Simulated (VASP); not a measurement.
Shape and ions are relaxed at each volume.

```yaml
crystal:
  lattice:
    - [1.56094, -2.70362, 0.00000]
    - [1.56094, 2.70362, 0.00000]
    - [0.00000, 0.00000, 5.01305]
  atoms:
    - { symbol: Al, position: [0.66667, 0.33333, 0.50041] }
    - { symbol: Al, position: [0.33333, 0.66667, 0.00041] }
    - { symbol: N, position: [0.66667, 0.33333, 0.88159] }
    - { symbol: N, position: [0.33333, 0.66667, 0.38159] }
```

These are optB88-vdW, VASP's PBE PAW potentials (set 64) (plane waves; VASP) values and carry that method's errors. Numerical set-up: 520 eV cut-off, 8×8×5 Γ-centred mesh, Gaussian smearing of 0.050 eV, potentials Al N.

Problem. Give the energy at these volumes per atom, relative to the lowest: 9.94, 10.26, 10.57, 10.89, 11.21 Å³.

Solution. 26.2, 6.3, 0.0, 5.4, 21.0 meV/atom. A third-order Birch-Murnaghan fit gives B0 = 197 GPa and B0′ = 3.9.

Measured: bulk modulus 208 GPa (computed value off by -5.2 %), as given by J. Phys. Chem. B 108, 11506, doi 10.1021/jp048396e, abstract (bulk AlN value quoted). The calculation is for a static lattice, while the measured bulk modulus holds thermal and zero-point effects, which are part of the difference.

The compound is AlN in the wurtzite structure. It was relaxed first.
